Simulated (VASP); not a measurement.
# Al2BO (R-3m) in VASP: further runs

Runs on Al2BO. Level: PBE. Tasks: single point.

Everything below comes from runs of VASP 6.6.1. Logs are shortened: lines on timing, memory, paths and dates and some standing lists are left out, and cuts for length are marked.

## (1) The cell of the first run

It takes space group R-3m (No. 166, trigonal). The conventional cell has a = 3.195 Å, b = 3.195 Å, c = 15.674 Å, α = 90.00°, β = 90.00°, γ = 120.00°. Al (site symmetry 3m) is surrounded by 3 B at 2.23 Å and 3 O at 2.29 Å. B (site symmetry -3m) is surrounded by 6 Al at 2.23 Å. Around O (site symmetry -3m) lie 6 Al at 2.29 Å.

The cell was built by a generator and needn't be a form met in nature.

## (2) Single point, PBE (species swapped into the Eu2SeS type (R-3m, No. 166))

File INCAR:

```
PREC = Accurate ; ENCUT = 520
EDIFF = 1E-6 ; ISMEAR = 0
SIGMA = 0.1 ; LREAL = False
LASPH = True ; NELM = 100
ALGO = Normal ; ISIF = 2
LWAVE = False ; LCHARG = True
GGA = PE ; LELF = True
LVHAR = True ; NBANDS = 16
```

File KPOINTS:

```
Automatic mesh
0
Gamma
  6 6 6
```

File POSCAR:

```
Al2BO
1.0
    1.5976582200      0.9224084000      5.2245820300
   -1.5976582200      0.9224084000      5.2245820300
    0.0000000000     -1.8448168100      5.2245820300
Al B O
2 1 1
Direct
    0.7532972100      0.7532972100      0.7532972100
    0.2467027900      0.2467027900      0.2467027900
    0.5000000000      0.5000000000      0.5000000000
    0.0000000000      0.0000000000      0.0000000000
```

Potentials or basis: VASP PAW PBE potentials, release 64 (Al, B, O).

Run with:

```sh
> cat potpaw_PBE.64/Al/POTCAR potpaw_PBE.64/B/POTCAR potpaw_PBE.64/O/POTCAR > POTCAR
> mpirun -np 1 vasp_std > vasp.out
```

OUTCAR:

```text
PREC = Accurate
   ENCUT = 520
   EDIFF = 1E-6
   ISMEAR = 0
   LREAL = False
   LASPH = True
   NELM = 100
   ISIF = 2
   GGA = PE

 ion  position               nearest neighbor table
   1  0.753  0.753  0.753-   3 2.23   3 2.23   3 2.23   4 2.29   4 2.29   4 2.29   2 3.11   2 3.11
                             2 3.11   2 3.28   2 3.28   2 3.28
   2  0.247  0.247  0.247-   3 2.23   3 2.23   3 2.23   4 2.29   4 2.29   4 2.29   1 3.11   1 3.11
                             1 3.11   1 3.28   1 3.28   1 3.28
   3  0.500  0.500  0.500-   2 2.23   2 2.23   1 2.23   1 2.23   2 2.23   1 2.23
   4  0.000  0.000  0.000-   1 2.29   1 2.29   2 2.29   2 2.29   1 2.29   2 2.29

  LATTYP: Found a trigonal (rhomboedric) cell.
 ALAT       =     5.5407225551
 COS(alpha) =     0.8337104554

  Lattice vectors:

 A1 = (   1.5976582200,   0.9224084000,   5.2245820300)
 A2 = (  -1.5976582200,   0.9224084000,   5.2245820300)
 A3 = (   0.0000000000,  -1.8448168100,   5.2245820300)

Analysis of symmetry for initial positions (statically):
=====================================================================
 Subroutine PRICEL returns:
 Original cell was already a primitive cell.

 Routine SETGRP: Setting up the symmetry group for a
 trigonal (rhombohedral) supercell.

 Subroutine GETGRP returns: Found 12 space group operations
 (whereof 12 operations were pure point group operations)
 out of a pool of 12 trial point group operations.

The static configuration has the point symmetry D_3d.

Analysis of symmetry for dynamics (positions and initial velocities):
=====================================================================
 Subroutine PRICEL returns:
 Original cell was already a primitive cell.

 Routine SETGRP: Setting up the symmetry group for a
 trigonal (rhombohedral) supercell.

 Subroutine GETGRP returns: Found 12 space group operations
 (whereof 12 operations were pure point group operations)
 out of a pool of 12 trial point group operations.

The dynamic configuration has the point symmetry D_3d.

 Subroutine INISYM returns: Found 12 space group operations
 (whereof 12 operations are pure point group operations),
 and found     1 'primitive' translations

----------------------------------------------------------------------------------------

                                     Primitive cell

  volume of cell :      46.1966

  direct lattice vectors                    reciprocal lattice vectors
     1.597658220  0.922408400  5.224582030     0.312958049  0.180686414  0.063800957
    -1.597658220  0.922408400  5.224582030    -0.312958049  0.180686414  0.063800957
     0.000000000 -1.844816810  5.224582030     0.000000000 -0.361372828  0.063800957

  length of vectors
     5.540722555  5.540722555  5.540722557     0.366961691  0.366961691  0.366961691

  position of ions in fractional coordinates (direct lattice)
     0.753297210  0.753297210  0.753297210
     0.246702790  0.246702790  0.246702790
     0.500000000  0.500000000  0.500000000
     0.000000000  0.000000000  0.000000000

  ion indices of the primitive-cell ions
   primitive index   ion index
                 1           1
                 2           2
                 3           3
                 4           4

----------------------------------------------------------------------------------------

 KPOINTS: Automatic mesh

Automatic generation of k-mesh.
 Grid dimensions read from file:
 generate k-points for:    6    6    6

 Generating k-lattice:

  Cartesian coordinates                     Fractional coordinates (reciprocal lattice)
     0.052159675  0.030114402  0.010633493     0.166666667  0.000000000 -0.000000000
    -0.052159675  0.030114402  0.010633493     0.000000000  0.166666667 -0.000000000
     0.000000000 -0.060228805  0.010633493     0.000000000  0.000000000  0.166666667

  Length of vectors
     0.061160282  0.061160282  0.061160282

  Shift w.r.t. Gamma in fractional coordinates (k-lattice)
     0.000000000  0.000000000  0.000000000

 Subroutine IBZKPT returns following result:
 ===========================================

 Found     32 irreducible k-points:

 Following reciprocal coordinates:
            Coordinates               Weight
  0.000000  0.000000  0.000000      1.000000
  0.166667  0.000000  0.000000      6.000000
  0.333333  0.000000  0.000000      6.000000
  0.500000 -0.000000 -0.000000      3.000000
  0.166667  0.166667  0.000000      6.000000
  0.333333  0.166667  0.000000     12.000000
[... 16 lines left out ...]
  0.500000  0.500000  0.166667      6.000000
 -0.333333  0.500000  0.166667     12.000000
 [... further k-points ...]
   k-points           NKPTS =     32   k-points in BZ     NKDIM =     32   number of bands    NBANDS=     16
   number of dos      NEDOS =    301   number of ions     NIONS =      4
   total plane-waves  NPLWV =  74088
   dimension x,y,z NGX =    42 NGY =   42 NGZ =   42
   dimension x,y,z NGXF=    84 NGYF=   84 NGZF=   84
   ions per type =               2   1   1
   NGX,Y,Z   is equivalent  to a cutoff of  12.60, 12.60, 12.60 a.u.
   NGXF,Y,Z  is equivalent  to a cutoff of  25.20, 25.20, 25.20 a.u.
 SYSTEM =  unknown system
   PREC   = accura    normal or accurate (medium, high low for compatibility)
   ISTART =      0    job   : 0-new  1-cont  2-samecut
   ICHARG =      2    charge: 1-file 2-atom 10-const
   ISPIN  =      1    spin polarized calculation?
   LNONCOLLINEAR =      F non collinear calculations
   LSORBIT =      F    spin-orbit coupling
   LASPH  =      T    aspherical Exc in radial PAW
   ENCUT  =  520.0 eV  38.22 Ry    6.18 a.u.  10.30 10.30 10.30*2*pi/ulx,y,z
   NELM   =    100;   NELMIN=  2; NELMDL= -5     # of ELM steps
   EDIFF  = 0.1E-05   stopping-criterion for ELM
[... 8 lines left out ...]
   TEBEG  =    0.0;   TEEND  =   0.0 temperature during run
   PSTRESS=    0.0 pullay stress
   NELECT =      15.0000    total number of electrons
   NUPDOWN=      -1.0000    fix difference up-down
   EMIN   =  10.00;   EMAX   =-10.00  energy-range for DOS
   EFERMI =   0.00;   METHOD = LEGACY
   ISMEAR =     0;   SIGMA  =   0.10  broadening in eV -4-tet -1-fermi 0-gaus
   EFERMI_NEDOS =   21; number of points for ismear=-14 and -15
   IALGO  =     38    algorithm
   IMIX   =      4    mixing-type and parameters
     AMIX     =   0.40;   BMIX     =  1.00
     AMIX_MAG =   1.60;   BMIX_MAG =  1.00
  volume/ion in A,a.u.               =      11.55        77.94
  Fermi-wavevector in a.u.,A,eV,Ry     =   1.125214  2.126347 17.226437  1.266107
  Thomas-Fermi vector in A             =   2.261890
   LORBIT       =      0    0 simple, 1 ext, 2 COOP (PROOUT), +10 PAW based schemes
   GGA     = PE    functional components
   LHFCALC =     F    Hartree Fock is set to
   AEXX    =    0.0000 exact exchange contribution
   IVDW    =     0    specifies the selected vdW correction
   LEPSILON=     F    determine dielectric tensor
   LRPA    =     F    only Hartree local field effects (RPA)
 non-spin polarized calculation
 Gauss-broadening in eV      SIGMA  =   0.10
  energy-cutoff  :      520.00
  volume of cell :       46.20
 maximum number of plane-waves:      1262
 NGX is ok and might be reduce to    42
   NGX = 21   NGY = 21   NGZ = 21

 number of electron      14.9999999 magnetization

 Free energy of the ion-electron system (eV)
  ---------------------------------------------------
  ext. energy  EPLUGINS =         0.00000000
  ---------------------------------------------------
  free energy    TOTEN  =       -21.75499852 eV

  energy without entropy =      -21.74465096  energy(sigma->0) =      -21.74982474

 E-fermi :   7.6106     XC(G=0): -10.7593

 val. band max:        7.6043350067   @ k =   0.1667   0.1667   0.0000
 cond. band min:       7.6475784711   @ k =   0.1667   0.0000   0.0000
 fundamental gap:      0.0432434644
 Fermi energy:         7.6106044402

 k-point     1 :       0.0000    0.0000    0.0000
  band No.  band energies     occupation
      1     -12.4317      2.00000
      2      -3.0449      2.00000
      3      -0.5095      2.00000
      4       3.3322      2.00000
      5       3.3322      2.00000
      6       6.1586      2.00000
[... 8 lines left out ...]
     15      16.9299      0.00000
     16      17.1068      0.00000

 k-point     2 :       0.1667    0.0000    0.0000
  band No.  band energies     occupation
      1     -12.2775      2.00000
      2      -2.6881      2.00000
      3      -0.0604      2.00000
      4       2.2211      2.00000
      5       3.1474      2.00000
      6       5.9492      2.00000
[... 8 lines left out ...]
     15      17.3788      0.00000
     16      17.8057      0.00000

 k-point     3 :       0.3333    0.0000    0.0000
  band No.  band energies     occupation
      1     -11.9457      2.00000
      2      -1.7246      2.00000
      3       0.5872      2.00000
      4       1.4424      2.00000
      5       2.8083      2.00000
      6       4.2246      2.00000
[... 8 lines left out ...]
     15      17.2167      0.00000
     16      18.2625      0.00000

 k-point     4 :       0.5000   -0.0000   -0.0000
  band No.  band energies     occupation
      1     -11.7657      2.00000
      2      -1.1393      2.00000
      3       1.0325      2.00000
      4       1.5421      2.00000
      5       2.6403      2.00000
      6       2.6517      2.00000
[... 8 lines left out ...]
     15      16.6700      0.00000
     16      18.3854      0.00000
[... 324 lines left out ...]
 k-point    22 :      -0.1667    0.3333    0.1667
  band No.  band energies     occupation
      1     -11.7689      2.00000
      2      -0.9524      2.00000
      3       0.9262      2.00000
      4       1.5506      2.00000
      5       1.9263      2.00000
      6       3.2132      2.00000
[... 8 lines left out ...]
     15      17.2105      0.00000
     16      19.0415      0.00000

 k-point    23 :       0.5000    0.5000    0.1667
  band No.  band energies     occupation
      1     -11.9376      2.00000
      2      -1.8462      2.00000
      3       0.0022      2.00000
      4       2.3953      2.00000
      5       2.7716      2.00000
      6       4.5602      2.00000
[... 8 lines left out ...]
     15      18.5048      0.00000
     16      18.6063      0.00000

 k-point    24 :      -0.3333    0.5000    0.1667
  band No.  band energies     occupation
      1     -11.7651      2.00000
      2      -0.5479      2.00000
      3      -0.2438      2.00000
      4       1.5597      2.00000
      5       2.3631      2.00000
      6       3.9895      2.00000
[... 8 lines left out ...]
     15      17.4062      0.00000
     16      19.0739      0.00000

 [... further k-points ...]

------------------------ aborting loop because EDIFF is reached ----------------------------------------

  FORCE on cell =-STRESS in cart. coord.  units (eV):
  Direction    XX          YY          ZZ          XY          YZ          ZX
  --------------------------------------------------------------------------------------
  -------------------------------------------------------------------------------------
  Total       -5.2507006     -5.2507006     -1.2092552      0.0000000      0.0000000     -0.0000000
  in kB     -182.1033392   -182.1033392    -41.9390507      0.0000000      0.0000000     -0.0000000
  external PRESSURE =    -135.3819097 kB  Pullay stress =       0.0000000 kB

 VOLUME and BASIS-vectors are now :
 -----------------------------------------------------------------------------
  energy-cutoff  :      520.00
  volume of cell :       46.20
      direct lattice vectors                 reciprocal lattice vectors
     1.597658220  0.922408400  5.224582030     0.312958049  0.180686414  0.063800957
    -1.597658220  0.922408400  5.224582030    -0.312958049  0.180686414  0.063800957
     0.000000000 -1.844816810  5.224582030     0.000000000 -0.361372828  0.063800957

 POSITION                                       TOTAL-FORCE (eV/Angst)
 -----------------------------------------------------------------------------------
      0.00000     -0.00000     11.80699         0.000000     -0.000000      0.414372
      0.00000     -0.00000      3.86676         0.000000      0.000000     -0.414372
      0.00000     -0.00000      7.83687         0.000000     -0.000000     -0.000000
      0.00000      0.00000      0.00000         0.000000     -0.000000     -0.000000
 -----------------------------------------------------------------------------------
    total drift:                                0.000000      0.000000     -0.000000

  FREE ENERGIE OF THE ION-ELECTRON SYSTEM (eV)
  ---------------------------------------------------
  free  energy   TOTEN  =       -21.7549985229 eV

  energy  without entropy=      -21.7446509635  energy(sigma->0) =      -21.74982474
```

Run time: 88 s. Hardware: 1 thread of Intel Xeon Platinum 8488C (Sapphire Rapids), shared host; peak memory 0.24 GiB.

What came out:

- Free energy: -21.7550 eV
- Pressure: -13.5 GPa
- Largest force: 0.414 eV/Å
- Band gap on the k mesh: none (metal or under the smearing width)

Forces in eV/Å, atoms in the order of the input:
```
Al   0.000  0.000  0.414
Al   0.000  0.000 -0.414
B    0.000  0.000  0.000
O    0.000  0.000  0.000
```

Caveat: the k mesh is coarse (spacing up to 0.38 Å⁻¹), so the values aren't converged; an odd number of electrons without spin polarisation forces a metal; a magnetic or distorted state may lie lower.

## (3) Single point, PBE (species swapped into the Eu2SeS type (R-3m, No. 166))

File INCAR:

```
SYSTEM = Al2BO
ALGO = Fast
EDIFF = 1E-6
ENCUT = 520
GGA = PE
ISIF = 2
ISMEAR = 0
LASPH = .TRUE.
LCHARG = .FALSE.
LREAL = .FALSE.
LWAVE = .FALSE.
NBANDS = 16
NELM = 100
PREC = Accurate
SIGMA = 0.1
```

File KPOINTS:

```
k-points
0
G
  18 18 18
  0 0 0
```

File POSCAR:

```
Al2BO
1.0
    1.5057835807      0.8693645557      5.2289637324
   -1.5057835807      0.8693645557      5.2289637324
    0.0000000000     -1.7387291113      5.2289637324
Al B O
2 1 1
Direct
    0.7543310028      0.7543310028      0.7543310028
    0.2456689972      0.2456689972      0.2456689972
    0.5000000000      0.5000000000      0.5000000000
    0.0000000000      0.0000000000      0.0000000000
```

Potentials or basis: VASP PAW PBE potentials, release 64 (Al, B, O).

Run with:

```sh
> cat potpaw_PBE.64/Al/POTCAR potpaw_PBE.64/B/POTCAR potpaw_PBE.64/O/POTCAR > POTCAR
> mpirun -np 1 vasp_std > vasp.out
```

Wall time 9.3 min (1 thread of Intel Xeon 6975P-C (Granite Rapids), shared host); peak memory 0.54 GiB.

The run converged. Its results:

```yaml
Free_energy: -22.0937 eV
Pressure: -0.1 GPa
Largest_force: 0.011 eV/Å
Band_gap_on_the_k_mesh: none (metal or under the smearing width)
```

Forces in eV/Å, atoms in the order of the input:
```
Al   0.000  0.000  0.011
Al   0.000  0.000 -0.011
B    0.000  0.000  0.000
O    0.000  0.000  0.000
```

Levels at points of the mesh, in eV from the Fermi level:
| k point | band 6 | band 7 | band 8 | band 9 | band 10 | band 11 |
| --- | --- | --- | --- | --- | --- | --- |
| (0.00, 0.00, 0.00) | -2.27 | -0.61 | 2.48 | 2.48 | 8.08 | 8.08 |
| (0.50, 0.00, 0.00) | -5.60 | -3.46 | -0.06 | 2.81 | 3.19 | 5.20 |
| (0.50, 0.50, 0.00) | -4.82 | -1.64 | 0.10 | 0.17 | 3.49 | 5.28 |
| (0.50, 0.50, 0.50) | -4.81 | 1.89 | 2.38 | 2.38 | 4.91 | 8.96 |

Caveat: an odd number of electrons without spin polarisation forces a metal; a magnetic or distorted state may lie lower.
